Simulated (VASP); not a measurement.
Runs of VASP 6.6.1 on TeRu. Symmetry: F-43m, No. 216, cubic system. Conventional cell: a = 6.228 Å, b = 6.228 Å, c = 6.228 Å, α = 90.00°, β = 90.00°, γ = 90.00°. Around Ru (site symmetry -43m) lie 4 Te at 2.70 Å. Around Te (site symmetry -43m) lie 4 Ru at 2.70 Å. The cell comes from a database or a generator and needn't be the stable form of this composition.

```csv
level,spin,U,gap on the mesh (eV),pressure (GPa),moment (μB)
PBEsol+U,"collinear, ferromagnetic start",Ru d U = 2 eV,none,-12.3,0.82
r2SCAN,"collinear, ferromagnetic start",-,none,-11.4,(b)
PBEsol+U,"collinear, ferromagnetic start",Ru d U = 6 eV,none,-0.5,2.00
r2SCAN,"collinear, random start",-,none,(a),0.32
PBEsol+U,"collinear, random start",Ru d U = 2 eV,none,-13.4,0.16
PBEsol+U,"collinear, random start",Ru d U = 6 eV,none,-0.5,2.00
r2SCAN+U,"collinear, zero start",Ru d U = 6 eV,none,-9.7,0.00
r2SCAN+U,"collinear, random start",Ru d U = 6 eV,none,2.7,2.00
```

Alike in all rows: task single point; potentials or basis VASP PAW PBE potentials, release 64 (Ru_pv, Te); cell as given; k mesh 5 × 5 × 5; cutoff (eV) 520; smearing gaussian 0.05 eV.

Question: Fill in the values left out.

Answer: (a) -12.2; (b) 0.73.

Caveats: the PAW data sets were made with another functional, which shifts forces and pressure a little; the U is typed as a test and isn't derived for this compound (some runs).

A k mesh can miss the band edges, and the runs leave out spin-orbit coupling on Ru, Te.

A gap of «none» marks a metal or a gap under the smearing width.

Not every run made on this cell is shown here.
